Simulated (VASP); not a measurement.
These are LDA (Ceperley-Alder, Perdew-Zunger), VASP's LDA PAW potentials (set 64) (plane waves; VASP 6.6.1) values and carry that method's errors.

VASP input:

File KPOINTS:
```
Regular mesh
0
G
  15 15 13
```

File POSCAR:
```
WC
1.0
  1.4386364486  -2.4917914974   0.0000000000
  1.4386364486   2.4917914974   0.0000000000
  0.0000000000   0.0000000000   2.8087399583
W C
1 1
direct
  0.0000000000   0.0000000000   1.0000000000
  0.3333330000   0.6666670000   0.5000000000
```

INCAR:
```
ALGO = Normal
EDIFF = 1E-6
EDIFFG = -0.02
ENCUT = 620
IBRION = 2
ISIF = 3
ISMEAR = 1
LASPH = T
LCHARG = F
LMAXMIX = 6
LREAL = F
LWAVE = F
NELM = 100
NSW = 40
PREC = Accurate
PSTRESS = 100
SIGMA = 0.1
SYSTEM = WC
```

POTCAR, in this order: W_sv C (LDA.64 set). Program: vasp_std.

The resulting files:

File OSZICAR:
```
       N       E                     dE             d eps       ncg     rms          rms(c)
DAV:   1     0.120444368823E+03    0.12044E+03   -0.10904E+04  4922   0.174E+03
DAV:   2    -0.234146410687E+02   -0.14386E+03   -0.14004E+03  5684   0.416E+02
DAV:   3    -0.277543938651E+02   -0.43398E+01   -0.43052E+01  5974   0.650E+01
DAV:   4    -0.277986316446E+02   -0.44238E-01   -0.44220E-01  5352   0.696E+00
DAV:   5    -0.277989786469E+02   -0.34700E-03   -0.34696E-03  5844   0.648E-01    0.347E+01
DAV:   6    -0.248162078269E+02    0.29828E+01   -0.93596E+00  5534   0.316E+01    0.951E+00
DAV:   7    -0.247337171154E+02    0.82491E-01   -0.43412E-01  5099   0.615E+00    0.669E+00
DAV:   8    -0.247000533969E+02    0.33664E-01   -0.67578E-02  5424   0.229E+00    0.846E-01
DAV:   9    -0.246989785595E+02    0.10748E-02   -0.38675E-03  5304   0.461E-01    0.129E-01
DAV:  10    -0.246988479066E+02    0.13065E-03   -0.24929E-04  5694   0.221E-01    0.632E-02
DAV:  11    -0.246988474369E+02    0.46978E-06   -0.22044E-05  5444   0.418E-02    0.110E-02
DAV:  12    -0.246988466891E+02    0.74774E-06   -0.39173E-06  5104   0.178E-02
   1 F= -.23441967E+02 E0= -.23441937E+02  d E =-.234420E+02
       N       E                     dE             d eps       ncg     rms          rms(c)
DAV:   1    -0.248918800050E+02   -0.19303E+00   -0.69741E+00  4964   0.392E+01    0.871E+00
DAV:   2    -0.246556212385E+02    0.23626E+00   -0.52414E-01  4989   0.996E+00    0.174E+00
DAV:   3    -0.246168336634E+02    0.38788E-01   -0.67471E-02  5324   0.268E+00    0.552E-01
DAV:   4    -0.246113679925E+02    0.54657E-02   -0.13250E-02  5474   0.137E+00    0.719E-01
DAV:   5    -0.246112541926E+02    0.11380E-03   -0.12977E-03  5429   0.427E-01    0.358E-02
DAV:   6    -0.246112206781E+02    0.33514E-04   -0.14367E-04  5574   0.101E-01    0.577E-03
DAV:   7    -0.246112201910E+02    0.48711E-06   -0.56033E-06  5354   0.263E-02
   2 F= -.23410055E+02 E0= -.23410103E+02  d E =0.319116E-01
       N       E                     dE             d eps       ncg     rms          rms(c)
DAV:   1    -0.248556859816E+02   -0.24447E+00   -0.41895E+00  4989   0.313E+01    0.639E+00
DAV:   2    -0.247142216326E+02    0.14146E+00   -0.36137E-01  5039   0.772E+00    0.129E+00
DAV:   3    -0.246923623446E+02    0.21859E-01   -0.41492E-02  5279   0.188E+00    0.381E-01
DAV:   4    -0.246888451476E+02    0.35172E-02   -0.96635E-03  5414   0.117E+00    0.496E-01
DAV:   5    -0.246888545062E+02   -0.93587E-05   -0.73806E-04  5438   0.325E-01    0.378E-02
DAV:   6    -0.246888147649E+02    0.39741E-04   -0.12275E-04  5549   0.876E-02    0.463E-03
DAV:   7    -0.246888144421E+02    0.32279E-06   -0.57278E-06  5354   0.231E-02
   3 F= -.23445364E+02 E0= -.23445349E+02  d E =-.339704E-02
       N       E                     dE             d eps       ncg     rms          rms(c)
DAV:   1    -0.246885534991E+02    0.26127E-03   -0.15363E-04  4979   0.186E-01    0.394E-02
DAV:   2    -0.246885480915E+02    0.54076E-05   -0.12671E-05  5044   0.470E-02    0.796E-03
DAV:   3    -0.246885472071E+02    0.88438E-06   -0.14571E-06  2539   0.120E-02
   4 F= -.23445364E+02 E0= -.23445350E+02  d E =-.339741E-02
       N       E                     dE             d eps       ncg     rms          rms(c)
DAV:   1    -0.246882787499E+02    0.26934E-03   -0.15450E-04  4964   0.188E-01    0.378E-02
DAV:   2    -0.246882727780E+02    0.59719E-05   -0.13773E-05  4989   0.490E-02    0.695E-03
DAV:   3    -0.246882718434E+02    0.93460E-06   -0.15466E-06  2621   0.124E-02
   5 F= -.23445362E+02 E0= -.23445348E+02  d E =-.339496E-02
       N       E                     dE             d eps       ncg     rms          rms(c)
DAV:   1    -0.246883887563E+02   -0.11598E-03   -0.12889E-02  4944   0.137E+00    0.957E-02
DAV:   2    -0.246881071113E+02    0.28165E-03   -0.53628E-04  5214   0.233E-01    0.509E-02
DAV:   3    -0.246880082930E+02    0.98818E-04   -0.24793E-04  5279   0.147E-01    0.221E-02
DAV:   4    -0.246880082653E+02    0.27736E-07   -0.66720E-06  5209   0.273E-02
   6 F= -.23445356E+02 E0= -.23445338E+02  d E =0.554873E-05
       N       E                     dE             d eps       ncg     rms          rms(c)
DAV:   1    -0.246882740350E+02   -0.26574E-03   -0.34337E-03  4949   0.708E-01    0.491E-02
DAV:   2    -0.246882011766E+02    0.72858E-04   -0.14190E-04  5219   0.120E-01    0.262E-02
DAV:   3    -0.246881754659E+02    0.25711E-04   -0.64448E-05  5279   0.747E-02    0.107E-02
DAV:   4    -0.246881754517E+02    0.14194E-07   -0.16783E-06  4266   0.139E-02
   7 F= -.23445390E+02 E0= -.23445373E+02  d E =-.276288E-04
```

File OUTCAR:
```
------------------------ aborting loop because EDIFF is reached ----------------------------------------
  FORCE on cell =-STRESS in cart. coord.  units (eV):
  Direction    XX          YY          ZZ          XY          YZ          ZX
  --------------------------------------------------------------------------------------
  Total        1.2587519      1.2587519      1.2605561     -0.0000000      0.0000000      0.0000000
  in kB      101.2846947    101.2847010    101.4298758     -0.0000000      0.0000000      0.0000000
  external PRESSURE =       1.3330905 kB  Pullay stress =     100.0000000 kB
  volume of cell :       19.91
      direct lattice vectors                 reciprocal lattice vectors
     1.432806290 -2.481693368  0.000000000     0.348965526 -0.201475334  0.000000000
     1.432806290  2.481693368 -0.000000000     0.348965526  0.201475334 -0.000000000
    -0.000000000  0.000000000  2.799892047     0.000000000  0.000000000  0.357156627
 POSITION                                       TOTAL-FORCE (eV/Angst)
 -----------------------------------------------------------------------------------
      0.00000      0.00000      0.00000         0.000000      0.000000      0.000000
      1.43281      0.82723      1.39995        -0.000000     -0.000000     -0.000000
 -----------------------------------------------------------------------------------
    total drift:                               -0.000000     -0.000366     -0.000000
  FREE ENERGIE OF THE ION-ELECTRON SYSTEM (eV)
  ---------------------------------------------------
  free  energy   TOTEN  =       -24.6881754517 eV

  energy  without entropy=      -24.6881270262  energy(sigma->0) =      -24.68815931
  enthalpy is  TOTEN    =       -23.4453896024 eV   P V=        1.2427858493

 reached required accuracy - stopping structural energy minimisation
```
(Selected blocks of OUTCAR.)

CONTCAR:
```
WC
   1.00000000000000
     1.4328062897419314   -2.4816933681311388    0.0000000000000000
     1.4328062897419314    2.4816933681311388   -0.0000000000000000
    -0.0000000000000000    0.0000000000000000    2.7998920466612862
  W               C
     1     1
Direct
     0.0000000000000000    0.0000000000000000    0.0000000000000000
     0.3333330000000032    0.6666669999999968    0.5000000000000000
```

### OUTCAR
```
 val. band max:       11.5719189098   @ k =   0.1333  -0.0000   0.3846

 cond. band min:      11.6143841408   @ k =   0.4000   0.2000   0.0000


 Fermi energy:        11.5903229017

 k-point     1 :       0.0000    0.0000    0.0000
  band No.  band energies     occupation
      1     -61.8599      2.00000
      2     -26.1073      2.00000
      3     -25.9789      2.00000
      4     -25.9789      2.00000
      5      -2.9990      2.00000
      6       7.0284      2.00000
      7       8.0891      2.00000
      8       8.0891      2.00000
      9      11.7116     -0.07087
     10      14.9707      0.00000
     11      14.9707      0.00000
     12      17.4246      0.00000
     13      17.4247      0.00000

 k-point     2 :       0.0667   -0.0000    0.0000
  band No.  band energies     occupation
      1     -61.8568      2.00000
      2     -26.1015      2.00000
      3     -26.0233      2.00000
      4     -25.9888      2.00000
      5      -2.8740      2.00000
      6       7.0729      2.00000
      7       7.9226      2.00000
      8       8.2063      2.00000
      9      11.3317      2.00156
     10      14.9248      0.00000
     11      15.3872      0.00000
     12      17.1825      0.00000
     13      17.3382      0.00000

 k-point     3 :       0.1333   -0.0000    0.0000
  band No.  band energies     occupation
      1     -61.8478      2.00000
      2     -26.1473      2.00000
      3     -26.0853      2.00000
      4     -26.0168      2.00000
      5      -2.5138      2.00000
      6       6.9545      2.00000
      7       7.7526      2.00000
      8       8.5448      2.00000
      9      10.5467      2.00000
     10      14.7976      0.00000
     11      16.2584      0.00000
     12      16.5673      0.00000
     13      17.1134      0.00000

 k-point     4 :       0.2000    0.0000    0.0000
  band No.  band energies     occupation
      1     -61.8346      2.00000
      2     -26.3260      2.00000
      3     -26.0612      2.00000
...
```

Unless said otherwise, spin-orbit coupling is left out, though it shifts the bands of the heavy elements here.

The compound is WC in the wc structure. This run relaxes it under an external pressure of 10 GPa. Symmetry was kept, so distortions that lower it aren't found.
